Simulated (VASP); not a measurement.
Data:

```xyz
2
Lattice="0.0000 2.7483 2.7483 2.7483 0.0000 2.7483 2.7483 2.7483 0.0000" Properties=species:S:1:pos:R:3 pbc="T T T"
Li     0.0000     2.7483     2.7483
Br     2.7483     2.7483     2.7483
```

The numbers are results of PBE GGA, VASP's PBE PAW potentials (set 64) (plane waves; VASP), not measurements. Numerical set-up: 450 eV cut-off, Gaussian smearing of 0.050 eV, potentials Li_sv Br.

Give the energies of bands 3 to 8 at the high-symmetry points, in eV from the valence-band maximum.

```
band      Γ      X      U      L      W
----  -----  -----  -----  -----  -----
3     -0.01  -2.90  -2.50  -2.89  -2.15
4     -0.01  -1.15  -1.85  -0.27  -2.15
5     -0.01  -1.15  -0.87  -0.27  -1.14
6      4.97   6.28   6.67   5.62   8.07
7     10.49   7.10   8.74   8.10   8.56
8     10.49  11.64  10.29   8.10   9.45
```

The gap is indirect, 4.97 eV, from the valence maximum at K-Γ at 0.79 to the conduction minimum at Γ.

Measured: gap 7.60 eV (computed value off by -2.63 eV), as given by Abedi et al., (2022), arXiv:2211.14644.

The compound is LiBr in the rock salt structure. It was relaxed first.
